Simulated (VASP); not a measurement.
# Zr3PdSe4 (Im-3m) in VASP: settings compared, part 2 of 2

VASP 6.6.1. Earlier steps stand in the parts before.

**3. Relaxation of cell and atoms, PBE**

This run uses another cell than the first one, of 18.58 Å³/atom, 0.997 times its volume.

File INCAR:

```
PREC = Accurate
ENCUT = 520
EDIFF = 1E-7
ISMEAR = 0
SIGMA = 0.1
LREAL = F
LASPH = T
NELM = 120
ALGO = Normal
ISIF = 3
LWAVE = F
LCHARG = F
GGA = PE
IBRION = 2
NSW = 60
EDIFFG = -0.005
POTIM = 0.3
KPAR = 4
```

File KPOINTS:

```
regular mesh
0
Gamma
  6 6 6
```

File POSCAR:

```
Zr3PdSe4                                
1.0
   -3.3371196279      3.3371196279      3.3371196279
    3.3371196279     -3.3371196279      3.3371196279
    3.3371196279      3.3371196279     -3.3371196279
  Zr              Pd              Se            
     3     1     4
Direct
     0.0000000000000000    0.5000000000000000    0.5000000000000000
     0.5000000000000000    0.0000000000000000    0.5000000000000000
     0.5000000000000000    0.5000000000000000    0.0000000000000000
     0.0000000000000000    0.0000000000000000    0.0000000000000000
     0.5000000000000000    0.5000000000000000    0.5000000000000000
     0.0000000000000000    0.0000000000000000    0.5000000000000000
     0.0000000000000000    0.5000000000000000    0.0000000000000000
     0.5000000000000000    0.0000000000000000    0.0000000000000000
```

Potentials or basis: VASP PAW PBE potentials, release 64 (Zr_sv, Pd, Se).

Started as:

```bash
$ cat potpaw_PBE.64/Zr_sv/POTCAR potpaw_PBE.64/Pd/POTCAR potpaw_PBE.64/Se/POTCAR > POTCAR
$ mpirun -np 4 vasp_std > vasp.out
```

OUTCAR:

```text
PREC = Accurate
   ENCUT = 520
   EDIFF = 1E-7
   ISMEAR = 0
   LREAL = F
   LASPH = T
   NELM = 120
   ISIF = 3
   GGA = PE
   IBRION = 2
   NSW = 60
   EDIFFG = -0.005
   POTIM = 0.3

 ion  position               nearest neighbor table
   1  0.000  0.500  0.500-   5 2.89   6 2.89   7 2.89   8 2.89   7 2.89   6 2.89   5 2.89   8 2.89
                             4 3.34   4 3.34   2 3.34   3 3.34   2 3.34   3 3.34
   2  0.500  0.000  0.500-   5 2.89   6 2.89   7 2.89   8 2.89   8 2.89   5 2.89   6 2.89   7 2.89
                             4 3.34   3 3.34   1 3.34   4 3.34   1 3.34   3 3.34
   3  0.500  0.500  0.000-   5 2.89   6 2.89   7 2.89   8 2.89   5 2.89   8 2.89   7 2.89   6 2.89
                             4 3.34   2 3.34   1 3.34   1 3.34   4 3.34   2 3.34
   4  0.000  0.000  0.000-   5 2.89   6 2.89   7 2.89   8 2.89   6 2.89   7 2.89   8 2.89   5 2.89
                             3 3.34   1 3.34   1 3.34   2 3.34   3 3.34   2 3.34
   5  0.500  0.500  0.500-   1 2.89   2 2.89   3 2.89   4 2.89   3 2.89   2 2.89   1 2.89   4 2.89

   6  0.000  0.000  0.500-   1 2.89   2 2.89   3 2.89   4 2.89   4 2.89   1 2.89   2 2.89   3 2.89

   7  0.000  0.500  0.000-   1 2.89   2 2.89   3 2.89   4 2.89   1 2.89   4 2.89   3 2.89   2 2.89

   8  0.500  0.000  0.000-   1 2.89   2 2.89   3 2.89   4 2.89   2 2.89   3 2.89   4 2.89   1 2.89

  LATTYP: Found a body centered cubic cell.
 ALAT       =     6.6742392558

  Lattice vectors:

 A1 = (  -3.3371196279,   3.3371196279,   3.3371196279)
 A2 = (   3.3371196279,  -3.3371196279,   3.3371196279)
 A3 = (   3.3371196279,   3.3371196279,  -3.3371196279)

Analysis of symmetry for initial positions (statically):
=====================================================================
 Subroutine PRICEL returns:
 Original cell was already a primitive cell.

 Routine SETGRP: Setting up the symmetry group for a
 body centered cubic supercell.

 Subroutine GETGRP returns: Found 48 space group operations
 (whereof 48 operations were pure point group operations)
 out of a pool of 48 trial point group operations.

The static configuration has the point symmetry O_h .

Analysis of symmetry for dynamics (positions and initial velocities):
=====================================================================
 Subroutine PRICEL returns:
 Original cell was already a primitive cell.

 Routine SETGRP: Setting up the symmetry group for a
 body centered cubic supercell.

 Subroutine GETGRP returns: Found 48 space group operations
 (whereof 48 operations were pure point group operations)
 out of a pool of 48 trial point group operations.

The dynamic configuration has the point symmetry O_h .

 Subroutine INISYM returns: Found 48 space group operations
 (whereof 48 operations are pure point group operations),
 and found     1 'primitive' translations

----------------------------------------------------------------------------------------

                                     Primitive cell

  volume of cell :     148.6536

  direct lattice vectors                    reciprocal lattice vectors
    -3.337119628  3.337119628  3.337119628     0.000000000  0.149829810  0.149829810
     3.337119628 -3.337119628  3.337119628     0.149829810  0.000000000  0.149829810
     3.337119628  3.337119628 -3.337119628     0.149829810  0.149829810  0.000000000
[... 70 lines left out ...]
   number of dos      NEDOS =    301   number of ions     NIONS =      8
   total plane-waves  NPLWV = 110592
   dimension x,y,z NGX =    48 NGY =   48 NGZ =   48
   dimension x,y,z NGXF=    96 NGYF=   96 NGZF=   96
   ions per type =               3   1   4
   NGX,Y,Z   is equivalent  to a cutoff of  13.81, 13.81, 13.81 a.u.
   NGXF,Y,Z  is equivalent  to a cutoff of  27.61, 27.61, 27.61 a.u.
 SYSTEM =  unknown system
   PREC   = accura    normal or accurate (medium, high low for compatibility)
   ISTART =      0    job   : 0-new  1-cont  2-samecut
   ICHARG =      2    charge: 1-file 2-atom 10-const
   ISPIN  =      1    spin polarized calculation?
   LNONCOLLINEAR =      F non collinear calculations
   LSORBIT =      F    spin-orbit coupling
   LASPH  =      T    aspherical Exc in radial PAW
   ENCUT  =  520.0 eV  38.22 Ry    6.18 a.u.  10.75 10.75 10.75*2*pi/ulx,y,z
   NELM   =    120;   NELMIN=  2; NELMDL= -5     # of ELM steps
   EDIFF  = 0.1E-06   stopping-criterion for ELM
   LREAL  =      F    real-space projection
   EDIFFG = -.5E-02   stopping-criterion for IOM
   NSW    =     60    number of steps for IOM
   IBRION =      2    ionic relax: 0-MD 1-quasi-New 2-CG
   NFREE  =      1    steps in history (QN), initial steepest desc. (CG)
   ISIF   =      3    stress and relaxation
   ISYM   =      2    0-nonsym 1-usesym 2-fastsym
   POTIM  = 0.3000    time-step for ionic-motion
   TEBEG  =    0.0;   TEEND  =   0.0 temperature during run
   PSTRESS=    0.0 pullay stress
   NELECT =      70.0000    total number of electrons
   NUPDOWN=      -1.0000    fix difference up-down
   EMIN   =  10.00;   EMAX   =-10.00  energy-range for DOS
   EFERMI =   0.00;   METHOD = LEGACY
   ISMEAR =     0;   SIGMA  =   0.10  broadening in eV -4-tet -1-fermi 0-gaus
   EFERMI_NEDOS =   21; number of points for ismear=-14 and -15
   IALGO  =     38    algorithm
   IMIX   =      4    mixing-type and parameters
     AMIX     =   0.40;   BMIX     =  1.00
     AMIX_MAG =   1.60;   BMIX_MAG =  1.00
  volume/ion in A,a.u.               =      18.58       125.40
  Fermi-wavevector in a.u.,A,eV,Ry     =   1.273647  2.406844 22.071053  1.622177
  Thomas-Fermi vector in A             =   2.406459
   LORBIT       =      0    0 simple, 1 ext, 2 COOP (PROOUT), +10 PAW based schemes
   GGA     = PE    functional components
   LHFCALC =     F    Hartree Fock is set to
   AEXX    =    0.0000 exact exchange contribution
   IVDW    =     0    specifies the selected vdW correction
   LEPSILON=     F    determine dielectric tensor
   LRPA    =     F    only Hartree local field effects (RPA)
 conjugate gradient relaxation of ions
 non-spin polarized calculation
 Gauss-broadening in eV      SIGMA  =   0.10
  energy-cutoff  :      520.00
  volume of cell :      148.65
 maximum number of plane-waves:      4034
 NGX is ok and might be reduce to    48
   NGX = 21   NGY = 21   NGZ = 21

 number of electron      69.9999996 magnetization

 Free energy of the ion-electron system (eV)
  ---------------------------------------------------
  ext. energy  EPLUGINS =         0.00000000
  ---------------------------------------------------
  free energy    TOTEN  =       -52.23883843 eV

  energy without entropy =      -52.21009156  energy(sigma->0) =      -52.22446500

 E-fermi :   9.4891     XC(G=0): -11.5231

 val. band max:        9.4673761462   @ k =   0.5000   0.5000   0.1667
 cond. band min:       9.4952977715   @ k =   0.3333   0.1667   0.0000
 fundamental gap:      0.0279216252
 Fermi energy:         9.4891262404

 k-point     1 :       0.0000    0.0000    0.0000
  band No.  band energies     occupation
      1     -40.3664      2.00000
      2     -40.3213      2.00000
      3     -40.3213      2.00000
      4     -18.5436      2.00000
      5     -18.5436      2.00000
      6     -18.5436      2.00000
[... 709 lines left out ...]
     41      12.9317      0.00000
     42      12.9318      0.00000

------------------------ aborting loop because EDIFF is reached ----------------------------------------

  FORCE on cell =-STRESS in cart. coord.  units (eV):
  Direction    XX          YY          ZZ          XY          YZ          ZX
  --------------------------------------------------------------------------------------
  -------------------------------------------------------------------------------------
  Total        0.0027815      0.0027815      0.0027815     -0.0000000     -0.0000000     -0.0000000
  in kB        0.0299787      0.0299787      0.0299787     -0.0000000     -0.0000000     -0.0000000
  external PRESSURE =       0.0299787 kB  Pullay stress =       0.0000000 kB

 VOLUME and BASIS-vectors are now :
 -----------------------------------------------------------------------------
  energy-cutoff  :      520.00
  volume of cell :      148.65
      direct lattice vectors                 reciprocal lattice vectors
    -3.337119628  3.337119628  3.337119628     0.000000000  0.149829810  0.149829810
     3.337119628 -3.337119628  3.337119628     0.149829810  0.000000000  0.149829810
     3.337119628  3.337119628 -3.337119628     0.149829810  0.149829810  0.000000000

 POSITION                                       TOTAL-FORCE (eV/Angst)
 -----------------------------------------------------------------------------------
      3.33712      0.00000      0.00000        -0.000000     -0.000000      0.000000
      0.00000      3.33712      0.00000        -0.000000     -0.000000      0.000000
      0.00000      0.00000      3.33712         0.000000      0.000000     -0.000000
      0.00000      0.00000      0.00000         0.000000     -0.000000     -0.000000
      1.66856      1.66856      1.66856         0.000000      0.000000     -0.000000
      1.66856      1.66856     -1.66856        -0.000000      0.000000     -0.000000
      1.66856     -1.66856      1.66856         0.000000      0.000000      0.000000
     -1.66856      1.66856      1.66856         0.000000      0.000000     -0.000000
 -----------------------------------------------------------------------------------
    total drift:                                0.000000     -0.000000      0.000000

  FREE ENERGIE OF THE ION-ELECTRON SYSTEM (eV)
  ---------------------------------------------------
  free  energy   TOTEN  =       -52.2388384314 eV

  energy  without entropy=      -52.2100915610  energy(sigma->0) =      -52.22446500

 reached required accuracy - stopping structural energy minimisation
```

Run time: 76 s. Hardware: 4 MPI ranks of Intel Xeon Platinum 8259CL at 2.50GHz (Skylake/Cascade Lake), shared host; peak memory 0.37 GiB.

What came out:

| Item | Value |
| --- | --- |
| Free energy | -52.2388 eV |
| Pressure after relaxing | 0.0 GPa |
| Band gap on the k mesh | none (metal or under the smearing width) |

Final structure:
```
Zr Pd Se
1.0
    -3.33712    3.33712    3.33712
     3.33712   -3.33712    3.33712
     3.33712    3.33712   -3.33712
Zr Pd Se
3 1 4
Direct
  0.00000 0.50000 0.50000
  0.50000 0.00000 0.50000
  0.50000 0.50000 0.00000
  0.00000 0.00000 0.00000
  0.50000 0.50000 0.50000
  0.00000 0.00000 0.50000
  0.00000 0.50000 0.00000
  0.50000 0.00000 0.00000
```

Levels at points of the mesh, in eV from the Fermi level:
```
           k point  band 33  band 34  band 35  band 36  band 37  band 38
(0.00, 0.00, 0.00)    -1.96    -0.96    -0.96    -0.43     0.28     0.28
(0.50, 0.00, 0.00)    -1.20    -0.31     0.01     0.25     0.56     0.66
(0.50, 0.50, 0.50)    -0.18    -0.18     0.82     0.82     2.80     2.80
```

Caveat: the relaxation stopped at its first step, so nothing moved.

**4. Single point, r2SCAN**

This run uses another cell than the first one, of 18.58 Å³/atom, 0.997 times its volume.

File INCAR:

```
SYSTEM = Zr3PdSe4
  PREC = Accurate
  ENCUT = 520
  EDIFF = 1E-6
  ISMEAR = 0
  SIGMA = 0.1
  LREAL = .FALSE.
  LASPH = .TRUE.
  NELM = 150
  ALGO = Normal
  ISIF = 2
  LWAVE = .FALSE.
  LCHARG = .FALSE.
  METAGGA = R2SCAN
  LMIXTAU = .TRUE.
  KPAR = 4
```

File KPOINTS:

```
Automatic mesh
0
G
  6 6 6
  0 0 0
```

POSCAR is that of step 3.

Potentials or basis: VASP PAW PBE potentials, release 64 (Zr_sv, Pd, Se).

Started as:

```bash
$ cat potpaw_PBE.64/Zr_sv/POTCAR potpaw_PBE.64/Pd/POTCAR potpaw_PBE.64/Se/POTCAR > POTCAR
$ mpirun -np 4 vasp_std > vasp.out
```

OUTCAR:

```text
SYSTEM = Zr3PdSe4
   PREC = Accurate
   ENCUT = 520
   EDIFF = 1E-6
   ISMEAR = 0
   LREAL = .FALSE.
   LASPH = .TRUE.
   NELM = 150
   ISIF = 2
   METAGGA = R2SCAN

 ion  position               nearest neighbor table
   1  0.000  0.500  0.500-   5 2.89   6 2.89   7 2.89   8 2.89   7 2.89   6 2.89   5 2.89   8 2.89
                             4 3.34   4 3.34   2 3.34   3 3.34   2 3.34   3 3.34
   2  0.500  0.000  0.500-   5 2.89   6 2.89   7 2.89   8 2.89   8 2.89   5 2.89   6 2.89   7 2.89
                             4 3.34   3 3.34   1 3.34   4 3.34   1 3.34   3 3.34
   3  0.500  0.500  0.000-   5 2.89   6 2.89   7 2.89   8 2.89   5 2.89   8 2.89   7 2.89   6 2.89
                             4 3.34   2 3.34   1 3.34   1 3.34   4 3.34   2 3.34
   4  0.000  0.000  0.000-   5 2.89   6 2.89   7 2.89   8 2.89   6 2.89   7 2.89   8 2.89   5 2.89
                             3 3.34   1 3.34   1 3.34   2 3.34   3 3.34   2 3.34
   5  0.500  0.500  0.500-   1 2.89   2 2.89   3 2.89   4 2.89   3 2.89   2 2.89   1 2.89   4 2.89

   6  0.000  0.000  0.500-   1 2.89   2 2.89   3 2.89   4 2.89   4 2.89   1 2.89   2 2.89   3 2.89

   7  0.000  0.500  0.000-   1 2.89   2 2.89   3 2.89   4 2.89   1 2.89   4 2.89   3 2.89   2 2.89

   8  0.500  0.000  0.000-   1 2.89   2 2.89   3 2.89   4 2.89   2 2.89   3 2.89   4 2.89   1 2.89

  LATTYP: Found a body centered cubic cell.
[... 199 lines left out ...]
      4     -19.6993      2.00000
      5     -19.6993      2.00000
      6     -19.6993      2.00000
[... 709 lines left out ...]
     41      13.1302      0.00000
     42      13.1312      0.00000

------------------------ aborting loop because EDIFF is reached ----------------------------------------

  FORCE on cell =-STRESS in cart. coord.  units (eV):
  Direction    XX          YY          ZZ          XY          YZ          ZX
  --------------------------------------------------------------------------------------
  -------------------------------------------------------------------------------------
  Total       -0.5055838     -0.5055838     -0.5055838      0.0000000     -0.0000000      0.0000000
  in kB       -5.4491458     -5.4491458     -5.4491458      0.0000000     -0.0000000      0.0000000
  external PRESSURE =      -5.4491458 kB  Pullay stress =       0.0000000 kB

 VOLUME and BASIS-vectors are now :
 -----------------------------------------------------------------------------
  energy-cutoff  :      520.00
  volume of cell :      148.65
      direct lattice vectors                 reciprocal lattice vectors
    -3.337119628  3.337119628  3.337119628     0.000000000  0.149829810  0.149829810
     3.337119628 -3.337119628  3.337119628     0.149829810  0.000000000  0.149829810
     3.337119628  3.337119628 -3.337119628     0.149829810  0.149829810  0.000000000

 POSITION                                       TOTAL-FORCE (eV/Angst)
 -----------------------------------------------------------------------------------
      3.33712      0.00000      0.00000         0.000000     -0.000000      0.000000
      0.00000      3.33712      0.00000        -0.000000      0.000000     -0.000000
      0.00000      0.00000      3.33712         0.000000     -0.000000      0.000000
      0.00000      0.00000      0.00000        -0.000000      0.000000      0.000000
      1.66856      1.66856      1.66856        -0.000000      0.000000      0.000000
      1.66856      1.66856     -1.66856        -0.000000      0.000000      0.000000
      1.66856     -1.66856      1.66856         0.000000      0.000000      0.000000
     -1.66856      1.66856      1.66856        -0.000000      0.000000      0.000000
 -----------------------------------------------------------------------------------
    total drift:                                0.000000     -0.000000      0.000000

  FREE ENERGIE OF THE ION-ELECTRON SYSTEM (eV)
  ---------------------------------------------------
  free  energy   TOTEN  =      -156.7853186239 eV

  energy  without entropy=     -156.7605387900  energy(sigma->0) =     -156.77292871
```

stdout:

```text
POSCAR found type information on POSCAR ZrPdSe
 POSCAR found :  3 types and       8 ions
 scaLAPACK will be used
 -----------------------------------------------------------------------------
|                                                                             |
|                                                                             |
|     You enforced a specific xc type in the INCAR file but a different       |
|     I HOPE YOU KNOW WHAT YOU ARE DOING!                                     |
|                                                                             |
 -----------------------------------------------------------------------------

 LDA part: xc-table for (None), standard interpolation
 POSCAR, INCAR and KPOINTS ok, starting setup
 FFT: planning ... GRIDC
 FFT: planning ... GRID_SOFT
 FFT: planning ... GRID
 WAVECAR not read
 entering main loop
```

Run time: 5.4 min. Hardware: 4 MPI ranks of Intel Xeon Platinum 8259CL at 2.50GHz (Skylake/Cascade Lake), shared host; peak memory 0.42 GiB.

What came out:

| Item | Value |
| --- | --- |
| Free energy | -156.7853 eV |
| Pressure | -0.5 GPa |
| Band gap on the k mesh | none (metal or under the smearing width) |

Levels at points of the mesh, in eV from the Fermi level:
```
           k point  band 32  band 33  band 34  band 35  band 36  band 37  band 38  band 39
(0.00, 0.00, 0.00)    -2.17    -2.17    -1.16    -1.16    -0.58     0.41     0.41     0.41
(0.50, 0.00, 0.00)    -2.33    -1.30    -0.31     0.13     0.21     0.49     0.78     0.94
(0.50, 0.50, 0.50)    -0.19    -0.19    -0.19     0.85     0.85     3.01     3.01     3.01
```

Caveat: the PAW data sets were made with another functional, which shifts forces and pressure a little.
